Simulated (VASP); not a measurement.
# Si2WC3 (P3m1) in VASP: further runs

The runs below take Si2WC3 through band structure, Born charges and dielectric tensor, with PBE.

Everything below comes from runs of VASP 6.6.1. Logs are shortened: lines on timing, memory, paths and dates and some standing lists are left out, and cuts for length are marked.

## Step 1: Starting point

The structure is trigonal, space group P3m1 (No. 156). Conventional cell: a = 3.015 Å, b = 3.015 Å, c = 8.092 Å, α = 90.00°, β = 90.00°, γ = 120.00°. Around Si (site symmetry 3m) lie 4 C at 1.84 to 1.94 Å. Si (site symmetry 3m) is surrounded by 4 C at 1.83 to 1.88 Å. Around W (site symmetry 3m) lie 6 C at 2.14 to 2.38 Å. C (site symmetry 3m) has 3 Si at 1.94 Å as nearest neighbours. C (site symmetry 3m) is surrounded by 4 Si at 1.84 to 1.88 Å. Around C (site symmetry 3m) lie 1 Si at 1.83 Å.

The cell was built by a generator and needn't be a form met in nature.

## Step 2: Band structure, PBE

File POSCAR:

```
Si2WC3
1.0
    3.0146260000      0.0000000000      0.0000000000
   -1.5073130000      2.6107430000      0.0000000000
    0.0000000000      0.0000000000      8.0921400000
Si W C
2 1 3
Direct
    0.0000000000      0.0000000000      0.8979010000
    0.3333330000      0.6666670000      0.5832590000
    0.0000000000      0.0000000000      0.2031560000
    0.3333330000      0.6666670000      0.0027220000
    0.0000000000      0.0000000000      0.6705840000
    0.3333330000      0.6666670000      0.3573680000
```

File INCAR.step1:

```
SYSTEM = Si2WC3
PREC = Accurate
ENCUT = 520
EDIFF = 1E-6
ISMEAR = 0
SIGMA = 0.03
LREAL = .False.
LASPH = .True.
NELM = 60
ALGO = Normal
ISIF = 2
LWAVE = .False.
LCHARG = .True.
LMAXMIX = 4
GGA = PE
KPAR = 4
```

File KPOINTS.step1:

```
regular mesh
0
Gamma
  10 10 4
  0 0 0
```

File INCAR.step2:

```
SYSTEM = Si2WC3
PREC = Accurate
ENCUT = 520
EDIFF = 1E-6
ISMEAR = 0
SIGMA = 0.05
LREAL = .False.
LASPH = .True.
NELM = 60
ALGO = Normal
ISIF = 2
LWAVE = .False.
LCHARG = .False.
LMAXMIX = 4
GGA = PE
KPAR = 4
ICHARG = 11
```

File KPOINTS.step2:

```
path GMKGALHA,LM,KH
15
line-mode
reciprocal
 0.0000000000  0.0000000000  0.0000000000  G
 0.5000000000  0.0000000000  0.0000000000  M

 0.5000000000  0.0000000000  0.0000000000  M
 0.3333333333  0.3333333333  0.0000000000  K

 0.3333333333  0.3333333333  0.0000000000  K
 0.0000000000  0.0000000000  0.0000000000  G

 0.0000000000  0.0000000000  0.0000000000  G
 0.0000000000  0.0000000000  0.5000000000  A

 0.0000000000  0.0000000000  0.5000000000  A
 0.5000000000  0.0000000000  0.5000000000  L

 0.5000000000  0.0000000000  0.5000000000  L
 0.3333333333  0.3333333333  0.5000000000  H

 0.3333333333  0.3333333333  0.5000000000  H
 0.0000000000  0.0000000000  0.5000000000  A

 0.5000000000  0.0000000000  0.5000000000  L
 0.5000000000  0.0000000000  0.0000000000  M

 0.3333333333  0.3333333333  0.0000000000  K
 0.3333333333  0.3333333333  0.5000000000  H
```

Potentials or basis: VASP PAW PBE potentials, release 64 (Si, W_sv, C).

Launch:

```console
cat potpaw_PBE.64/Si/POTCAR potpaw_PBE.64/W_sv/POTCAR potpaw_PBE.64/C/POTCAR > POTCAR
cp INCAR.step1 INCAR
cp KPOINTS.step1 KPOINTS
mpirun -np 4 vasp_std > vasp.out
cp INCAR.step2 INCAR
cp KPOINTS.step2 KPOINTS
mpirun -np 4 vasp_std > vasp.out
```

OUTCAR:

```text
SYSTEM = Si2WC3
   PREC = Accurate
   ENCUT = 520
   EDIFF = 1E-6
   ISMEAR = 0
   LREAL = .False.
   LASPH = .True.
   NELM = 60
   ISIF = 2
   GGA = PE
   ICHARG = 11

 ion  position               nearest neighbor table
   1  0.000  0.000  0.898-   5 1.84   4 1.94   4 1.94   4 1.94   3 2.47   2 3.08   2 3.08   2 3.08

   2  0.333  0.667  0.583-   6 1.83   5 1.88   5 1.88   5 1.88   1 3.08   1 3.08   1 3.08
   3  0.000  0.000  0.203-   6 2.14   6 2.14   6 2.14   4 2.38   4 2.38   4 2.38   1 2.47
   4  0.333  0.667  0.003-   1 1.94   1 1.94   1 1.94   3 2.38   3 2.38   3 2.38
   5  0.000  0.000  0.671-   1 1.84   2 1.88   2 1.88   2 1.88
   6  0.333  0.667  0.357-   2 1.83   3 2.14   3 2.14   3 2.14

  LATTYP: Found a hexagonal cell.
 ALAT       =     3.0146260000
 C/A-ratio  =     2.6842931760

  Lattice vectors:

 A1 = (   3.0146260000,   0.0000000000,   0.0000000000)
 A2 = (  -1.5073130000,   2.6107430000,   0.0000000000)
 A3 = (   0.0000000000,   0.0000000000,   8.0921400000)

Analysis of symmetry for initial positions (statically):
=====================================================================
 Subroutine PRICEL returns:
 Original cell was already a primitive cell.

 Routine SETGRP: Setting up the symmetry group for a
 hexagonal supercell.

 Subroutine GETGRP returns: Found  6 space group operations
 (whereof  6 operations were pure point group operations)
 out of a pool of 24 trial point group operations.

The static configuration has the point symmetry C_3v.

Analysis of symmetry for dynamics (positions and initial velocities):
=====================================================================
 Subroutine PRICEL returns:
 Original cell was already a primitive cell.

 Routine SETGRP: Setting up the symmetry group for a
 hexagonal supercell.

 Subroutine GETGRP returns: Found  6 space group operations
 (whereof  6 operations were pure point group operations)
 out of a pool of 24 trial point group operations.

The dynamic configuration has the point symmetry C_3v.

 Subroutine INISYM returns: Found  6 space group operations
 (whereof  6 operations are pure point group operations),
 and found     1 'primitive' translations

----------------------------------------------------------------------------------------

                                     Primitive cell

  volume of cell :      63.6885

  direct lattice vectors                    reciprocal lattice vectors
     3.014626000  0.000000000  0.000000000     0.331716107  0.191516361  0.000000000
    -1.507313000  2.610743000  0.000000000     0.000000000  0.383032723  0.000000000
     0.000000000  0.000000000  8.092140000     0.000000000  0.000000000  0.123576705

  length of vectors
     3.014626000  3.014626261  8.092140000     0.383032756  0.383032723  0.123576705

  position of ions in fractional coordinates (direct lattice)
     0.000000000  0.000000000  0.897901000
     0.333333000  0.666667000  0.583259000
     0.000000000  0.000000000  0.203156000
     0.333333000  0.666667000  0.002722000
     0.000000000  0.000000000  0.670584000
     0.333333000  0.666667000  0.357368000

  ion indices of the primitive-cell ions
   primitive index   ion index
                 1           1
                 2           2
                 3           3
                 4           4
                 5           5
                 6           6

----------------------------------------------------------------------------------------

 KPOINTS: path GMKGALHA,LM,KH

Interpolating k-points between supplied coordinates.

 Line segments in fractional coordinates (reciprocal lattice):
    0.000000  0.000000  0.000000  ...  0.500000  0.000000  0.000000
    0.500000  0.000000  0.000000  ...  0.333333  0.333333  0.000000
    0.333333  0.333333  0.000000  ...  0.000000  0.000000  0.000000
    0.000000  0.000000  0.000000  ...  0.000000  0.000000  0.500000
    0.000000  0.000000  0.500000  ...  0.500000  0.000000  0.500000
    0.500000  0.000000  0.500000  ...  0.333333  0.333333  0.500000
    0.333333  0.333333  0.500000  ...  0.000000  0.000000  0.500000
    0.500000  0.000000  0.500000  ...  0.500000  0.000000  0.000000
    0.333333  0.333333  0.000000  ...  0.333333  0.333333  0.500000

 Generated    15 points on each line segment, for a total of    135 k-points:

 Following reciprocal coordinates:
            Coordinates               Weight
  0.000000  0.000000  0.000000      0.007407
  0.035714  0.000000  0.000000      0.007407
  0.071429  0.000000  0.000000      0.007407
  0.107143  0.000000  0.000000      0.007407
  0.142857  0.000000  0.000000      0.007407
  0.178571  0.000000  0.000000      0.007407
[... 16 lines left out ...]
  0.416667  0.166667  0.000000      0.007407
  0.404762  0.190476  0.000000      0.007407
 [... further k-points ...]
   k-points           NKPTS =    135   k-points in BZ     NKDIM =    135   number of bands    NBANDS=     21
   number of dos      NEDOS =    301   number of ions     NIONS =      6
   total plane-waves  NPLWV =  34560
   dimension x,y,z NGX =    24 NGY =   24 NGZ =   60
   dimension x,y,z NGXF=    48 NGYF=   48 NGZF=  120
   ions per type =               2   1   3
   NGX,Y,Z   is equivalent  to a cutoff of  13.24, 13.24, 12.33 a.u.
   NGXF,Y,Z  is equivalent  to a cutoff of  26.47, 26.47, 24.65 a.u.
 SYSTEM =  Si2WC3
   PREC   = accura    normal or accurate (medium, high low for compatibility)
   ISTART =      0    job   : 0-new  1-cont  2-samecut
   ICHARG =     11    charge: 1-file 2-atom 10-const
   ISPIN  =      1    spin polarized calculation?
   LNONCOLLINEAR =      F non collinear calculations
   LSORBIT =      F    spin-orbit coupling
   LASPH  =      T    aspherical Exc in radial PAW
   ENCUT  =  520.0 eV  38.22 Ry    6.18 a.u.   5.61  5.61 15.05*2*pi/ulx,y,z
   NELM   =     60;   NELMIN=  2; NELMDL=  0     # of ELM steps
   EDIFF  = 0.1E-05   stopping-criterion for ELM
   LREAL  =      F    real-space projection
   EDIFFG = 0.1E-04   stopping-criterion for IOM
   NSW    =      0    number of steps for IOM
   IBRION =     -1    ionic relax: 0-MD 1-quasi-New 2-CG
   NFREE  =      0    steps in history (QN), initial steepest desc. (CG)
   ISIF   =      2    stress and relaxation
   ISYM   =      2    0-nonsym 1-usesym 2-fastsym
   POTIM  = 0.5000    time-step for ionic-motion
   TEBEG  =    0.0;   TEEND  =   0.0 temperature during run
   PSTRESS=    0.0 pullay stress
   NELECT =      34.0000    total number of electrons
   NUPDOWN=      -1.0000    fix difference up-down
   EMIN   =  10.00;   EMAX   =-10.00  energy-range for DOS
   EFERMI =   0.00;   METHOD = LEGACY
   ISMEAR =     0;   SIGMA  =   0.05  broadening in eV -4-tet -1-fermi 0-gaus
   EFERMI_NEDOS =   21; number of points for ismear=-14 and -15
   IALGO  =     38    algorithm
   IMIX   =      4    mixing-type and parameters
     AMIX     =   0.40;   BMIX     =  1.00
     AMIX_MAG =   1.60;   BMIX_MAG =  1.00
  volume/ion in A,a.u.               =      10.61        71.63
  Fermi-wavevector in a.u.,A,eV,Ry     =   1.328049  2.509649 23.996794  1.763715
  Thomas-Fermi vector in A             =   2.457316
   LORBIT       =      0    0 simple, 1 ext, 2 COOP (PROOUT), +10 PAW based schemes
   GGA     = PE    functional components
   LHFCALC =     F    Hartree Fock is set to
   AEXX    =    0.0000 exact exchange contribution
   IVDW    =     0    specifies the selected vdW correction
   LEPSILON=     F    determine dielectric tensor
   LRPA    =     F    only Hartree local field effects (RPA)
 non-spin polarized calculation
 Gauss-broadening in eV      SIGMA  =   0.05
  energy-cutoff  :      520.00
  volume of cell :       63.69
 maximum number of plane-waves:      1770
 NGX is ok and might be reduce to    24

 number of electron      33.9999997 magnetization

 Free energy of the ion-electron system (eV)
  ---------------------------------------------------
  ext. energy  EPLUGINS =         0.00000000
  ---------------------------------------------------
  free energy    TOTEN  =       -49.28043678 eV

  energy without entropy =      -49.28043678  energy(sigma->0) =      -49.28043678

 E-fermi :   9.8754     XC(G=0): -12.0747

 val. band max:        9.6257151277   @ k =   0.0476   0.0476   0.5000
 cond. band min:      10.3781311624   @ k =   0.1667   0.1667   0.0000
 fundamental gap:      0.7524160348
 Fermi energy:         9.8753899005

 k-point     1 :       0.0000    0.0000    0.0000
  band No.  band energies     occupation
      1     -64.6340      2.00000
      2     -28.9048      2.00000
      3     -28.6043      2.00000
      4     -28.6043      2.00000
      5      -6.9622      2.00000
      6      -5.1932      2.00000
[... 13 lines left out ...]
     20      13.8418      0.00000
     21      13.8870      0.00000

 k-point     2 :       0.0357    0.0000    0.0000
  band No.  band energies     occupation
      1     -64.6336      2.00000
      2     -28.9037      2.00000
      3     -28.6114      2.00000
      4     -28.6059      2.00000
      5      -6.9387      2.00000
      6      -5.1719      2.00000
[... 13 lines left out ...]
     20      13.8069      0.00000
     21      13.8814      0.00000

 k-point     3 :       0.0714    0.0000    0.0000
  band No.  band energies     occupation
      1     -64.6323      2.00000
      2     -28.9002      2.00000
      3     -28.6326      2.00000
      4     -28.6108      2.00000
      5      -6.8682      2.00000
      6      -5.1085      2.00000
[... 13 lines left out ...]
     20      13.7064      0.00000
     21      13.9573      0.00000

 k-point     4 :       0.1071    0.0000    0.0000
  band No.  band energies     occupation
      1     -64.6302      2.00000
      2     -28.8946      2.00000
      3     -28.6665      2.00000
      4     -28.6186      2.00000
      5      -6.7512      2.00000
      6      -5.0035      2.00000
[... 13 lines left out ...]
     20      13.6093      0.00000
     21      14.0728      0.00000

 k-point     5 :       0.1429    0.0000    0.0000
  band No.  band energies     occupation
      1     -64.6274      2.00000
      2     -28.8872      2.00000
      3     -28.7113      2.00000
      4     -28.6290      2.00000
      5      -6.5887      2.00000
      6      -4.8580      2.00000
[... 13 lines left out ...]
     20      13.5396      0.00000
     21      14.2443      0.00000
[... 382 lines left out ...]
     20      13.3472      0.00000
     21      13.5914      0.00000

 k-point    22 :       0.4286    0.1429    0.0000
  band No.  band energies     occupation
      1     -64.5974      2.00000
      2     -29.1211      2.00000
      3     -28.8061      2.00000
      4     -28.8005      2.00000
      5      -3.2999      2.00000
      6      -2.5077      2.00000
[... 13 lines left out ...]
     20      13.4300      0.00000
     21      13.7557      0.00000

 k-point    23 :       0.4167    0.1667    0.0000
  band No.  band energies     occupation
      1     -64.5969      2.00000
      2     -29.1095      2.00000
      3     -28.8222      2.00000
      4     -28.8046      2.00000
      5      -3.2199      2.00000
      6      -2.4689      2.00000
[... 13 lines left out ...]
     20      13.4811      0.00000
     21      13.8651      0.00000

 k-point    24 :       0.4048    0.1905    0.0000
  band No.  band energies     occupation
      1     -64.5964      2.00000
      2     -29.0964      2.00000
      3     -28.8452      2.00000
      4     -28.8033      2.00000
      5      -3.1300      2.00000
      6      -2.4307      2.00000
[... 13 lines left out ...]
     20      13.4923      0.00000
     21      13.9432      0.00000

 [... further k-points ...]

------------------------ aborting loop because EDIFF is reached ----------------------------------------

  FORCE on cell =-STRESS in cart. coord.  units (eV):
  Direction    XX          YY          ZZ          XY          YZ          ZX
  --------------------------------------------------------------------------------------
  -------------------------------------------------------------------------------------
  Total        1.2063946      1.2063949      4.2137197      0.0000000      0.0000000     -0.0000000
  in kB       30.3486244     30.3486314    106.0022956      0.0000000      0.0000000     -0.0000000
  external PRESSURE =      55.5665172 kB  Pullay stress =       0.0000000 kB

 VOLUME and BASIS-vectors are now :
 -----------------------------------------------------------------------------
  energy-cutoff  :      520.00
  volume of cell :       63.69
      direct lattice vectors                 reciprocal lattice vectors
     3.014626000  0.000000000  0.000000000     0.331716107  0.191516361  0.000000000
    -1.507313000  2.610743000  0.000000000     0.000000000  0.383032723  0.000000000
     0.000000000  0.000000000  8.092140000     0.000000000  0.000000000  0.123576705

 POSITION                                       TOTAL-FORCE (eV/Angst)
 -----------------------------------------------------------------------------------
      0.00000      0.00000      7.26594        -0.000000      0.000000     -0.116218
     -0.00000      1.74050      4.71981        -0.000000      0.000000      0.898499
      0.00000      0.00000      1.64397        -0.000000      0.000000     -0.537798
     -0.00000      1.74050      0.02203         0.000000     -0.000000      0.063746
      0.00000      0.00000      5.42646        -0.000000      0.000000      0.021940
     -0.00000      1.74050      2.89187        -0.000000      0.000000     -0.330170
 -----------------------------------------------------------------------------------
    total drift:                                0.000836     -0.000483      0.104725

  FREE ENERGIE OF THE ION-ELECTRON SYSTEM (eV)
  ---------------------------------------------------
  free  energy   TOTEN  =       -49.2804367780 eV

  energy  without entropy=      -49.2804367780  energy(sigma->0) =      -49.28043678
```

Run time: 60 s. Hardware: 4 MPI ranks of AMD EPYC 7R13 (Zen 3), shared host; peak memory 0.28 GiB.

Results:

- Band gap on the k mesh: 0.83 eV, indirect (least direct gap 1.49 eV)
- Band gap along the path: 0.75 eV, indirect (least direct gap 1.39 eV)

Levels at the corners of the path, in eV from the valence-band top:
| point | band 15 | band 16 | band 17 | band 18 | band 19 | band 20 |
| --- | --- | --- | --- | --- | --- | --- |
| Γ | -1.47 | -1.47 | -0.25 | 1.78 | 1.78 | 4.22 |
| M | -3.30 | -1.24 | -1.24 | 1.27 | 2.86 | 3.28 |
| M | -3.30 | -1.24 | -1.24 | 1.27 | 2.86 | 3.28 |
| K | -3.92 | -1.76 | -1.08 | 0.89 | 1.92 | 3.80 |
| K | -3.92 | -1.76 | -1.08 | 0.89 | 1.92 | 3.80 |
| Γ | -1.47 | -1.47 | -0.25 | 1.78 | 1.78 | 4.22 |
| Γ | -1.47 | -1.47 | -0.25 | 1.78 | 1.78 | 4.22 |
| A | -1.32 | -1.32 | -0.02 | 1.73 | 1.73 | 4.00 |
| A | -1.32 | -1.32 | -0.02 | 1.73 | 1.73 | 4.00 |
| L | -3.09 | -1.55 | -1.35 | 0.99 | 2.61 | 3.01 |
| L | -3.09 | -1.55 | -1.35 | 0.99 | 2.61 | 3.01 |
| H | -3.15 | -2.53 | -1.15 | 1.96 | 2.40 | 2.93 |
| H | -3.15 | -2.53 | -1.15 | 1.96 | 2.40 | 2.93 |
| A | -1.32 | -1.32 | -0.02 | 1.73 | 1.73 | 4.00 |
| L | -3.09 | -1.55 | -1.35 | 0.99 | 2.61 | 3.01 |
| M | -3.30 | -1.24 | -1.24 | 1.27 | 2.86 | 3.28 |
| K | -3.92 | -1.76 | -1.08 | 0.89 | 1.92 | 3.80 |
| H | -3.15 | -2.53 | -1.15 | 1.96 | 2.40 | 2.93 |

Caveat: the log is that of the step along the path at fixed density, whose energy, stress, charges and moments have no meaning; spin-orbit coupling is left out, which moves the levels of the heavy elements.

[end of part 1 of 2]
